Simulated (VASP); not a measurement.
Level of theory: r2SCAN meta-GGA, VASP's PBE PAW potentials (set 64) (plane waves; VASP).

VASP input:

INCAR:
```
! general
SYSTEM   =  SrCl2(111) slab
PREC     =  Normal
ENCUT    =  400
LREAL    =  .FALSE.
LASPH    =  .TRUE.

! electronic loop
EDIFF    =  1E-5
NELM     =  100
NELMIN   =  4
ALGO     =  Normal
LMAXMIX  =  4
LMIXTAU  =  .TRUE.

! smearing
ISMEAR   =  0
SIGMA    =  0.05

! functional
METAGGA  =  R2SCAN

! ions
IBRION   =  2
NSW      =  50
ISIF     =  2
EDIFFG   =  -0.03

! output
LWAVE    =  .TRUE.
LCHARG   =  .FALSE.

! other
LDIPOL   =  .TRUE.
IDIPOL   =  3
DIPOL    =  0.5 0.5 0.5
```

POSCAR:
```
SrCl2(111) slab
1.0
  4.9465105219   0.0000000000   0.0000000000
 -2.4732557620   4.2838044605   0.0000000000
  0.0000000000   0.0000000000  27.1495713864
Cl Sr
6 3
Direct
  0.6666670000   0.3333330000   0.3140480000
  0.3333330000   0.6666670000   0.4628100000
  0.0000000000   0.0000000000   0.3884290000
  0.0000000000   0.0000000000   0.6115710000
  0.6666670000   0.3333330000   0.5371900000
  0.3333330000   0.6666670000   0.6859520000
  0.3333330000   0.6666670000   0.3512390000
  0.0000000000   0.0000000000   0.5000000000
  0.6666670000   0.3333330000   0.6487610000
```

File KPOINTS:
```
Regular mesh
0
gamma
 5 5 1
```

POTCAR, in this order: Cl Sr_sv (PBE.64 set). Program: vasp_std.

What VASP printed:

OUTCAR:
```
 ion  position               nearest neighbor table
   1  0.667  0.333  0.314-   7 3.03   7 3.03   7 3.03
   2  0.333  0.667  0.463-   8 3.03   8 3.03   7 3.03   8 3.03
   3  0.000  0.000  0.388-   7 3.03   7 3.03   8 3.03   7 3.03
   4  0.000  0.000  0.612-   9 3.03   9 3.03   8 3.03   9 3.03
   5  0.667  0.333  0.537-   8 3.03   8 3.03   9 3.03   8 3.03
   6  0.333  0.667  0.686-   9 3.03   9 3.03   9 3.03
   7  0.333  0.667  0.351-   3 3.03   3 3.03   2 3.03   3 3.03   1 3.03   1 3.03   1 3.03   8 4.95
                             8 4.95   8 4.95
   8  0.000  0.000  0.500-   2 3.03   5 3.03   5 3.03   2 3.03   3 3.03   4 3.03   5 3.03   2 3.03
                             7 4.95   9 4.95   9 4.95   7 4.95   7 4.95   9 4.95
   9  0.667  0.333  0.649-   4 3.03   4 3.03   5 3.03   4 3.03   6 3.03   6 3.03   6 3.03   8 4.95
                             8 4.95   8 4.95
  LATTYP: Found a hexagonal cell.
 ALAT       =     4.9465105219
 C/A-ratio  =     5.4886310797
 Subroutine PRICEL returns:
 Original cell was already a primitive cell.
 Subroutine GETGRP returns: Found 12 space group operations
The static configuration has the point symmetry D_3d.
The dynamic configuration has the point symmetry D_3d.
 Subroutine INISYM returns: Found 12 space group operations
 Subroutine IBZKPT returns following result:
 Found      5 irreducible k-points:

...
```

### OSZICAR
```
...
DAV:  86    -0.106443583006E+03   -0.36576E-02   -0.54781E-03   430   0.366E-01    0.245E-01
DAV:  87    -0.106444678975E+03   -0.10960E-02   -0.70064E-04   430   0.190E-01    0.246E-01
DAV:  88    -0.106449519826E+03   -0.48409E-02   -0.28359E-03   430   0.387E-01    0.245E-01
DAV:  89    -0.106451523365E+03   -0.20035E-02   -0.88935E-04   494   0.220E-01    0.246E-01
DAV:  90    -0.106450349083E+03    0.11743E-02   -0.13673E-03   438   0.277E-01    0.248E-01
DAV:  91    -0.106445881302E+03    0.44678E-02   -0.30924E-03   430   0.416E-01    0.230E-01
DAV:  92    -0.106450284392E+03   -0.44031E-02   -0.82902E-04   436   0.200E-01    0.224E-01
DAV:  93    -0.106449375946E+03    0.90845E-03   -0.20309E-03   430   0.340E-01    0.243E-01
DAV:  94    -0.106450274305E+03   -0.89836E-03   -0.12247E-04   436   0.764E-02    0.254E-01
DAV:  95    -0.106452026457E+03   -0.17522E-02   -0.49206E-04   430   0.160E-01    0.261E-01
DAV:  96    -0.106452620582E+03   -0.59412E-03   -0.26586E-04   524   0.135E-01    0.269E-01
DAV:  97    -0.106452748291E+03   -0.12771E-03   -0.21700E-04   430   0.117E-01    0.263E-01
DAV:  98    -0.106451942723E+03    0.80557E-03   -0.18380E-03   430   0.306E-01    0.260E-01
DAV:  99    -0.106451677677E+03    0.26505E-03   -0.80036E-05   516   0.552E-02    0.262E-01
DAV: 100    -0.106451353179E+03    0.32450E-03   -0.12949E-05   350   0.288E-02
   1 F= -.10645135E+03 E0= -.10645135E+03  d E =-.106451E+03
       N       E                     dE             d eps       ncg     rms          rms(c)
DAV:   1    -0.106464919527E+03   -0.13242E-01   -0.10047E+00   430   0.408E+00    0.545E-01
DAV:   2    -0.106476524071E+03   -0.11605E-01   -0.45402E-02   446   0.105E+00    0.242E-01
DAV:   3    -0.106458302230E+03    0.18222E-01   -0.56302E-03   486   0.467E-01    0.145E-01
DAV:   4    -0.106465667643E+03   -0.73654E-02   -0.21861E-03   430   0.347E-01    0.501E-02
DAV:   5    -0.106455412696E+03    0.10255E-01   -0.22122E-03   430   0.324E-01    0.199E-02
DAV:   6    -0.106453550326E+03    0.18624E-02   -0.50087E-04   540   0.150E-01    0.141E-02
DAV:   7    -0.106453982406E+03   -0.43208E-03   -0.30114E-04   455   0.132E-01    0.859E-03
DAV:   8    -0.106451958788E+03    0.20236E-02   -0.64231E-04   430   0.172E-01    0.536E-03
DAV:   9    -0.106451465426E+03    0.49336E-03   -0.56741E-05   476   0.573E-02    0.441E-03
DAV:  10    -0.106451386053E+03    0.79373E-04   -0.66296E-05   398   0.623E-02    0.358E-03
DAV:  11    -0.106450651383E+03    0.73467E-03   -0.26140E-04   422   0.121E-01    0.250E-03
DAV:  12    -0.106450562044E+03    0.89339E-04   -0.21565E-05   382   0.349E-02    0.284E-03
DAV:  13    -0.106450475354E+03    0.86690E-04   -0.99597E-06   278   0.247E-02    0.278E-03
DAV:  14    -0.106450412902E+03    0.62452E-04   -0.10044E-05   276   0.258E-02    0.256E-03
DAV:  15    -0.106449869232E+03    0.54367E-03   -0.37039E-04   430   0.142E-01    0.211E-03
DAV:  16    -0.106449805035E+03    0.64197E-04   -0.10362E-05   353   0.226E-02    0.237E-03
DAV:  17    -0.106449790833E+03    0.14201E-04   -0.10998E-06   377   0.711E-03    0.246E-03
DAV:  18    -0.106449771656E+03    0.19177E-04   -0.14052E-06   288   0.949E-03    0.256E-03
DAV:  19    -0.106449802808E+03   -0.31152E-04   -0.21250E-05   310   0.349E-02    0.195E-03
DAV:  20    -0.106449620079E+03    0.18273E-03   -0.64807E-04   430   0.176E-01    0.371E-03
DAV:  21    -0.106449579003E+03    0.41077E-04   -0.42473E-06   333   0.944E-03    0.318E-03
DAV:  22    -0.106449581995E+03   -0.29923E-05   -0.71696E-07   380   0.491E-03
   2 F= -.10644958E+03 E0= -.10644958E+03  d E =0.177118E-02
       N       E                     dE             d eps       ncg     rms          rms(c)
DAV:   1    -0.106437440074E+03    0.12139E-01   -0.42912E+00   430   0.842E+00    0.903E-01
DAV:   2    -0.106480493145E+03   -0.43053E-01   -0.18622E-01   438   0.209E+00    0.387E-01
DAV:   3    -0.106460143678E+03    0.20349E-01   -0.15514E-02   502   0.638E-01    0.279E-01
DAV:   4    -0.106461337212E+03   -0.11935E-02   -0.66677E-03   487   0.449E-01    0.104E-01
DAV:   5    -0.106458015379E+03    0.33218E-02   -0.62083E-03   438   0.433E-01    0.436E-02
DAV:   6    -0.106458272014E+03   -0.25663E-03   -0.11615E-03   446   0.214E-01    0.344E-02
DAV:   7    -0.106458051107E+03    0.22091E-03   -0.32657E-04   430   0.964E-02    0.248E-02
DAV:   8    -0.106458514726E+03   -0.46362E-03   -0.66234E-04   471   0.111E-01    0.246E-02
DAV:   9    -0.106458432337E+03    0.82389E-04   -0.29904E-04   431   0.795E-02    0.182E-02
DAV:  10    -0.106458581053E+03   -0.14872E-03   -0.20634E-05   388   0.281E-02    0.151E-02
DAV:  11    -0.106458337951E+03    0.24310E-03   -0.70902E-05   365   0.606E-02    0.851E-03
DAV:  12    -0.106458606984E+03   -0.26903E-03   -0.60670E-05   373   0.446E-02    0.445E-03
DAV:  13    -0.106458497180E+03    0.10980E-03   -0.37300E-05   350   0.425E-02    0.331E-03
DAV:  14    -0.106458563167E+03   -0.65988E-04   -0.25663E-05   350   0.350E-02    0.197E-03
DAV:  15    -0.106458603022E+03   -0.39855E-04   -0.29968E-05   350   0.384E-02    0.182E-03
DAV:  16    -0.106458644797E+03   -0.41775E-04   -0.11321E-05   388   0.254E-02    0.819E-04
DAV:  17    -0.106458646295E+03   -0.14978E-05   -0.75021E-06   270   0.198E-02
   3 F= -.10645865E+03 E0= -.10645865E+03  d E =-.729312E-02
       N       E                     dE             d eps       ncg     rms          rms(c)
DAV:   1    -0.106457304801E+03    0.13400E-02   -0.23633E-01   433   0.198E+00    0.213E-01
DAV:   2    -0.106458898251E+03   -0.15934E-02   -0.11644E-02   446   0.537E-01    0.863E-02
DAV:   3    -0.106459003186E+03   -0.10494E-03   -0.27520E-03   486   0.264E-01    0.651E-02
DAV:   4    -0.106457672762E+03    0.13304E-02   -0.93324E-04   484   0.156E-01    0.242E-02
DAV:   5    -0.106458882486E+03   -0.12097E-02   -0.10849E-03   454   0.167E-01    0.131E-02
DAV:   6    -0.106459006345E+03   -0.12386E-03   -0.95264E-05   443   0.657E-02    0.758E-03
DAV:   7    -0.106459014413E+03   -0.80682E-05   -0.15299E-05   373   0.244E-02
   4 F= -.10645901E+03 E0= -.10645901E+03  d E =-.766123E-02
       N       E                     dE             d eps       ncg     rms          rms(c)
DAV:   1    -0.106459215930E+03   -0.20959E-03   -0.25086E-01   430   0.188E+00    0.258E-01
DAV:   2    -0.106459704733E+03   -0.48880E-03   -0.13311E-02   430   0.529E-01    0.116E-01
DAV:   3    -0.106460157921E+03   -0.45319E-03   -0.29522E-03   430   0.324E-01    0.844E-02
DAV:   4    -0.106459103368E+03    0.10546E-02   -0.10797E-03   446   0.189E-01    0.309E-02
DAV:   5    -0.106460063599E+03   -0.96023E-03   -0.11985E-03   430   0.186E-01    0.193E-02
DAV:   6    -0.106460321621E+03   -0.25802E-03   -0.16128E-04   406   0.863E-02    0.909E-03
DAV:   7    -0.106460291326E+03    0.30295E-04   -0.34341E-05   358   0.436E-02    0.693E-03
DAV:   8    -0.106460318644E+03   -0.27318E-04   -0.33210E-05   422   0.416E-02    0.369E-03
DAV:   9    -0.106460339856E+03   -0.21212E-04   -0.19441E-05   334   0.298E-02    0.261E-03
DAV:  10    -0.106460341083E+03   -0.12265E-05   -0.18176E-06   368   0.983E-03
   5 F= -.10646034E+03 E0= -.10646034E+03  d E =-.132667E-02
       N       E                     dE             d eps       ncg     rms          rms(c)
DAV:   1    -0.106454427018E+03    0.59128E-02   -0.15047E+00   430   0.459E+00    0.625E-01
DAV:   2    -0.106469687253E+03   -0.15260E-01   -0.68203E-02   430   0.116E+00    0.294E-01
DAV:   3    -0.106462612463E+03    0.70748E-02   -0.76845E-03   430   0.530E-01    0.207E-01
DAV:   4    -0.106459183535E+03    0.34289E-02   -0.32083E-03   438   0.315E-01    0.766E-02
DAV:   5    -0.106461012454E+03   -0.18289E-02   -0.32986E-03   430   0.308E-01    0.443E-02
DAV:   6    -0.106461508597E+03   -0.49614E-03   -0.60725E-04   446   0.153E-01    0.234E-02
DAV:   7    -0.106461448075E+03    0.60522E-04   -0.12479E-04   398   0.809E-02    0.189E-02
DAV:   8    -0.106461442369E+03    0.57064E-05   -0.96554E-05   454   0.714E-02
   6 F= -.10646144E+03 E0= -.10646144E+03  d E =-.242796E-02
```

### OUTCAR
```
------------------------ aborting loop because EDIFF is reached ----------------------------------------
  FORCE on cell =-STRESS in cart. coord.  units (eV):
  Direction    XX          YY          ZZ          XY          YZ          ZX
  --------------------------------------------------------------------------------------
  Total       -2.7987243     -2.7987252      0.0636719      0.0000003      0.0000000      0.0000000
  in kB       -7.7943364     -7.7943389      0.1773236      0.0000009      0.0000000      0.0000000
  external PRESSURE =      -5.1371172 kB  Pullay stress =       0.0000000 kB
  volume of cell :      575.30
      direct lattice vectors                 reciprocal lattice vectors
     4.946510522  0.000000000  0.000000000     0.202162716  0.116718703  0.000000000
    -2.473255762  4.283804460  0.000000000     0.000000000  0.233437359  0.000000000
     0.000000000  0.000000000 27.149571386     0.000000000  0.000000000  0.036832994
 POSITION                                       TOTAL-FORCE (eV/Angst)
 -----------------------------------------------------------------------------------
      2.47326      1.42793      8.46687         0.000000      0.000000     -0.019259
     -0.00000      2.85587     12.56844        -0.000000     -0.000000     -0.006178
      0.00000      0.00000     10.56560        -0.000000      0.000000     -0.015719
      0.00000      0.00000     16.58398        -0.000000     -0.000000      0.015719
      2.47326      1.42793     14.58113         0.000000      0.000000      0.006178
     -0.00000      2.85587     18.68270        -0.000000      0.000000      0.019259
     -0.00000      2.85587      9.56445         0.000000      0.000000      0.011205
      0.00000      0.00000     13.57479        -0.000000      0.000000     -0.000000
      2.47326      1.42793     17.58512        -0.000000     -0.000000     -0.011205
 -----------------------------------------------------------------------------------
    total drift:                                0.000000     -0.000000      0.000000
  FREE ENERGIE OF THE ION-ELECTRON SYSTEM (eV)
  ---------------------------------------------------
  free  energy   TOTEN  =      -106.4614423690 eV

  energy  without entropy=     -106.4614423690  energy(sigma->0) =     -106.46144237

 reached required accuracy - stopping structural energy minimisation
```
(Selected blocks of OUTCAR.)

File CONTCAR:
```
SrCl2(111) slab
   1.00000000000000
     4.9465105218999996    0.0000000000000000    0.0000000000000000
    -2.4732557620000000    4.2838044604999999    0.0000000000000000
     0.0000000000000000    0.0000000000000000   27.1495713864000017
  Cl              Sr
     6     3
Direct
     0.6666669999999968    0.3333330000000032    0.3118603058479095
     0.3333330000000032    0.6666669999999968    0.4629333795928986
     0.0000000000000000    0.0000000000000000    0.3891625415495674
     0.0000000000000000    0.0000000000000000    0.6108374584504326
     0.6666669999999968    0.3333330000000032    0.5370666204071015
     0.3333330000000032    0.6666669999999968    0.6881396941520904
     0.3333330000000032    0.6666669999999968    0.3522872728700442
     0.0000000000000000    0.0000000000000000    0.5000000000000000
     0.6666669999999968    0.3333330000000032    0.6477127271299559
```

The cell is a thin slab with vacuum, built from SrCl2 (fluorite): (111) face.
